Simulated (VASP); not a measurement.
Computed with PBE GGA, VASP's PBE PAW potentials (set 64) (plane waves; VASP 6.6.1).

A VASP calculation is set up with these files.

KPOINTS:
```
Automatic mesh
0
gamma
 7 7 4
```

### POSCAR
```
GaN
1.0
  1.6095764798  -2.7878682026   0.0000000000
  1.6095764798   2.7878682026   0.0000000000
  0.0000000000   0.0000000000   5.2396186207
Ga N
2 2
Cart
  1.6095764798  -0.9292912594   2.6200251365
  1.6095764798   0.9292912594   0.0002158262
  1.6095764798  -0.9292912594   4.5949297042
  1.6095764798   0.9292912594   1.9751203938
```

INCAR:
```
SYSTEM = GaN
PREC = Accurate; ENCUT = 520; LREAL = .False.
LASPH = .True.
EDIFF = 1E-6; NELM = 100; ALGO = Normal
LMAXMIX = 4
ISMEAR = 0; SIGMA = 0.05
GGA = PE
IBRION = 2; NSW = 60; ISIF = 3
EDIFFG = -0.02
LWAVE = .False.; LCHARG = .False.
```

POTCAR, in this order: Ga_d N (PBE.64 set). Program: vasp_std.

Output

OSZICAR:
```
       N       E                     dE             d eps       ncg     rms          rms(c)
DAV:   1     0.279184984508E+03    0.27918E+03   -0.18558E+04  1092   0.303E+03
DAV:   2     0.700707745886E+01   -0.27218E+03   -0.26436E+03  1192   0.524E+02
DAV:   3    -0.268989433311E+02   -0.33906E+02   -0.33419E+02  1236   0.155E+02
DAV:   4    -0.282306908965E+02   -0.13317E+01   -0.13277E+01  1460   0.327E+01
DAV:   5    -0.282545689395E+02   -0.23878E-01   -0.23869E-01  1194   0.387E+00    0.108E+01
DAV:   6    -0.242260444146E+02    0.40285E+01   -0.15396E+01  1896   0.566E+01    0.313E+00
DAV:   7    -0.243481471504E+02   -0.12210E+00   -0.17001E+00  1164   0.110E+01    0.269E+00
DAV:   8    -0.243480333580E+02    0.11379E-03   -0.28770E-01  1706   0.808E+00    0.874E-01
DAV:   9    -0.243252681895E+02    0.22765E-01   -0.11586E-01  1888   0.568E+00    0.354E-01
DAV:  10    -0.243262542522E+02   -0.98606E-03   -0.59259E-03  1230   0.828E-01    0.156E-01
DAV:  11    -0.243261970190E+02    0.57233E-04   -0.15375E-03  1606   0.715E-01    0.310E-02
DAV:  12    -0.243262118195E+02   -0.14801E-04   -0.19175E-04  1184   0.102E-01    0.155E-02
DAV:  13    -0.243262114510E+02    0.36853E-06   -0.37477E-05  1462   0.139E-01    0.881E-03
DAV:  14    -0.243262118897E+02   -0.43864E-06   -0.44967E-06  1262   0.372E-02
   1 F= -.24326212E+02 E0= -.24326212E+02  d E =-.243262E+02
```

**OUTCAR**
```
------------------------ aborting loop because EDIFF is reached ----------------------------------------
  FORCE on cell =-STRESS in cart. coord.  units (eV):
  Direction    XX          YY          ZZ          XY          YZ          ZX
  --------------------------------------------------------------------------------------
  Total        0.0016305      0.0016305      0.0711115      0.0000000     -0.0000000      0.0000000
  in kB        0.0555527      0.0555527      2.4229076      0.0000000     -0.0000000      0.0000000
  external PRESSURE =       0.8446710 kB  Pullay stress =       0.0000000 kB
  volume of cell :       47.02
      direct lattice vectors                 reciprocal lattice vectors
     1.609576480 -2.787868203  0.000000000     0.310640722 -0.179348507  0.000000000
     1.609576480  2.787868203  0.000000000     0.310640722  0.179348507  0.000000000
     0.000000000  0.000000000  5.239618621     0.000000000  0.000000000  0.190853585
  FREE ENERGIE OF THE ION-ELECTRON SYSTEM (eV)
  ---------------------------------------------------
  free  energy   TOTEN  =       -24.3262118897 eV

  energy  without entropy=      -24.3262118897  energy(sigma->0) =      -24.32621189

 reached required accuracy - stopping structural energy minimisation
```
(Selected blocks of OUTCAR.)

The compound is GaN in the wurtzite structure. It was relaxed first. The start is the result of an earlier pass.
